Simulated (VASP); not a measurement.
Write the native input for VASP 6.6.1 that does the following.

```
Task                   : single point
Functional             : LDA
Potentials or basis    : VASP PAW LDA potentials, release 64 (La, Zn)
Cutoff                 : 520 eV
k mesh                 : 9 × 9 × 8
Occupations            : gaussian, width 0.1 eV
Spin                   : no spin polarisation
Dipole correction      : no
Further INCAR settings : ALGO = Fast; EDIFF = 1e-06; NBANDS = 44
```

The structure of LaZn5 (lda) lies in POSCAR:

```
LaZn5
1.0
    5.2902083187      0.0000000000      0.0000000000
   -2.6451041593      4.5814547953      0.0000000000
    0.0000000000      0.0000000000      4.1418523588
La Zn
1 5
Direct
    0.0000000000      0.0000000000      0.0000000000
    0.3333333333      0.6666666667      0.0000000000
    0.6666666667      0.3333333333      0.0000000000
    0.5000000000      0.0000000000      0.5000000000
    0.5000000000      0.5000000000      0.5000000000
    0.0000000000      0.5000000000      0.5000000000
```

The input as run:

INCAR

```
  PREC = Accurate
  ENCUT = 520
  EDIFF = 1E-6
  ISMEAR = 0
  SIGMA = 0.1
  LREAL = False
  LASPH = True
  NELM = 100
  ALGO = Fast
  ISIF = 2
  LWAVE = False
  LCHARG = True
  GGA = CA
  LELF = True
  LVHAR = True
  NBANDS = 44
```

KPOINTS

```
Automatic mesh
0
Gamma
  9 9 8
```

Potentials or basis: VASP PAW LDA potentials, release 64 (La, Zn).

Command:

```sh
$ cat potpaw_LDA.64/La/POTCAR potpaw_LDA.64/Zn/POTCAR > POTCAR
$ mpirun -np 1 vasp_std > vasp.out
```

It gave:

| Quantity | Value |
| --- | --- |
| Pressure | 0.6 GPa |
| Band gap on the k mesh | none (metal or under the smearing width) |

Wall time 11 min on 1 thread of Intel(R) Xeon(R) Platinum 8259CL CPU @ 2.50GHz (Skylake/Cascade Lake), on a shared host, peak memory 0.36 GiB.
